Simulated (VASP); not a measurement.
Calculation: HSE06 screened hybrid, VASP's PBE PAW potentials (set 64) (plane waves; VASP).

A VASP calculation is set up with these files.

### POSCAR
```
GaIn31P32
1
   11.9995217332     0.0000000000     0.0000000000
    0.0000000000    11.9995217332     0.0000000000
    0.0000000000     0.0000000000    11.9995217332
In P Ga
31 32 1
Direct
  0.4999642260   0.0003458028   0.0000789675
  0.7499793818   0.2497916974   0.0002836037
  0.7498984741   0.9998233451   0.2502538301
  0.9999827540   0.9999853645   0.9999584586
  0.2503095269   0.2501801871   0.0003638944
  0.4998724856   0.4998492397   0.0002533807
  0.7498626557   0.7499603437   0.0000275149
  0.2502370025   0.0003716769   0.2502398580
  0.5005121922   0.2525519486   0.2525610453
  0.7478143084   0.4999750070   0.2524382561
  0.4999270929   0.0000422904   0.4999307105
  0.7477865362   0.2523348895   0.4999439367
  0.7498838046   0.9999839826   0.7499446291
  0.9998785309   0.4999267686   0.0002953420
  0.2498385245   0.7501576571   0.0002707224
  0.0002553420   0.2502360954   0.2502197320
  0.2524571254   0.5004235709   0.2524395977
  0.4998199665   0.7478496110   0.2522513911
  0.9997764788   0.0001137780   0.5000223863
  0.2523491405   0.2524054558   0.5004930663
  0.7475107213   0.7474801795   0.5006335615
  0.2500546764   0.9999507883   0.7499502938
  0.4998645494   0.2522228359   0.7478826151
  0.7479484063   0.4999550364   0.7480970840
  0.9999022912   0.7500120491   0.2501583739
  0.0000485806   0.4999786036   0.4998165180
  0.2522555744   0.7478889413   0.4997253323
  0.0001333366   0.2498873135   0.7499866846
  0.2518907090   0.5001670992   0.7481382687
  0.5001413673   0.7477965265   0.7479804673
  0.9999077631   0.7501241802   0.7498261700
  0.6246522329   0.1260660197   0.1263448293
  0.8738504284   0.3752909205   0.1263150850
  0.8738460500   0.1262366409   0.3752931919
  0.1249679903   0.1250072428   0.1249914155
  0.3752108674   0.3751045209   0.1256726644
  0.6249389863   0.6249021343   0.1252119869
  0.8749970198   0.8750584158   0.1249531871
  0.3752841195   0.1256401771   0.3752380870
  0.6176927593   0.3826186530   0.3826860468
  0.8747000872   0.6251576527   0.3753528334
  0.6248836513   0.1251898124   0.6249182980
  0.8750212418   0.3750373290   0.6250222852
  0.8750122197   0.1249212701   0.8750348334
  0.1260228968   0.6246468953   0.1262469873
  0.3753419733   0.8740840350   0.1262105702
  0.1255463514   0.3751910536   0.3751470275
  0.3823800788   0.6178799897   0.3824048584
  0.6250565391   0.8746412049   0.3754027677
  0.1261023145   0.1259848415   0.6246713442
  0.3820204750   0.3824331839   0.6182179440
  0.6176784758   0.6175221493   0.6182624129
  0.8738029337   0.8740069307   0.6246947827
  0.3752403707   0.1261656353   0.8739179191
  0.6249528261   0.3748653401   0.8752369186
  0.8740078372   0.6247603863   0.8739932352
  0.1261024024   0.8740955769   0.3753145943
  0.1250449787   0.6251045390   0.6247391555
  0.3750778684   0.8748504426   0.6249709356
  0.1260541231   0.3752376381   0.8741184713
  0.3749602354   0.6250830074   0.8752617850
  0.6246373168   0.8740711688   0.8739996777
  0.1249174636   0.8750666363   0.8750065866
  0.4997833604   0.5000672907   0.5005865893
```

### INCAR
```
SYSTEM  =  GaIn31P32
PREC  =  Normal; ENCUT  =  400; LREAL  =  Auto
LASPH  =  .TRUE.; ISYM  =  0
EDIFF  =  1E-5; NELM  =  50; NELMIN  =  4
ALGO  =  Normal; LMAXMIX  =  4
ISMEAR  =  0; SIGMA  =  0.05
GGA  =  PE; LHFCALC  =  .TRUE.; AEXX  =  0.25
HFSCREEN  =  0.2; PRECFOCK  =  Fast
ISIF  =  0
LWAVE  =  .FALSE.; LCHARG  =  .FALSE.
```

KPOINTS:
```
Automatic
0
Gamma
  1 1 1
```

POTCAR, in this order: In P Ga (PBE.64 set). Program: vasp_gam. Read from the step before: WAVECAR.

The resulting files:

### OSZICAR
```
       N       E                     dE             d eps       ncg     rms          rms(c)
DAV:   1    -0.315821826295E+03   -0.31582E+03   -0.15186E+01   322   0.726E+00    0.125E+01
DAV:   2    -0.315978657051E+03   -0.15683E+00   -0.73178E-01   387   0.136E+00    0.858E+00
DAV:   3    -0.315944734283E+03    0.33923E-01   -0.25236E-02   379   0.279E-01    0.502E+00
DAV:   4    -0.315928463302E+03    0.16271E-01   -0.94718E-03   364   0.148E-01    0.278E+00
DAV:   5    -0.315922836840E+03    0.56265E-02   -0.37057E-03   364   0.865E-02    0.148E+00
DAV:   6    -0.315920771680E+03    0.20652E-02   -0.84655E-04   356   0.456E-02    0.787E-01
DAV:   7    -0.315920001642E+03    0.77004E-03   -0.26734E-04   356   0.279E-02    0.412E-01
DAV:   8    -0.315919731277E+03    0.27037E-03   -0.10161E-04   348   0.179E-02    0.210E-01
DAV:   9    -0.315919641445E+03    0.89832E-04   -0.35212E-05   259   0.109E-02    0.108E-01
DAV:  10    -0.315919613890E+03    0.27555E-04   -0.16371E-05   219   0.797E-03    0.514E-02
DAV:  11    -0.315919606960E+03    0.69302E-05   -0.73146E-06   211   0.505E-03
   1 F= -.31591961E+03 E0= -.31591961E+03  d E =-.190895E-12
```

File OUTCAR:
```
------------------------ aborting loop because EDIFF is reached ----------------------------------------
  volume of cell :     1727.79
      direct lattice vectors                 reciprocal lattice vectors
    11.999521733  0.000000000  0.000000000     0.083336655  0.000000000  0.000000000
     0.000000000 11.999521733  0.000000000     0.000000000  0.083336655  0.000000000
     0.000000000  0.000000000 11.999521733     0.000000000  0.000000000  0.083336655
  FREE ENERGIE OF THE ION-ELECTRON SYSTEM (eV)
  ---------------------------------------------------
  free  energy   TOTEN  =      -315.9196069596 eV

  energy  without entropy=     -315.9196069596  energy(sigma->0) =     -315.91960696

  exchange ACFDT corr.  =         0.00000000  see jH, gK, PRB 81, 115126
```
(Selected blocks of OUTCAR.)

The supercell is sampled at Γ alone, which is coarse: total energies, pressure and levels can be off, energies of defects by several tenths of an eV.

The cell is a supercell with a defect, built from InP (zinc blende): Ga_In. The cell's shape comes from a PBE relaxation. The run is not spin-polarised, so no state with unpaired spins was tried.
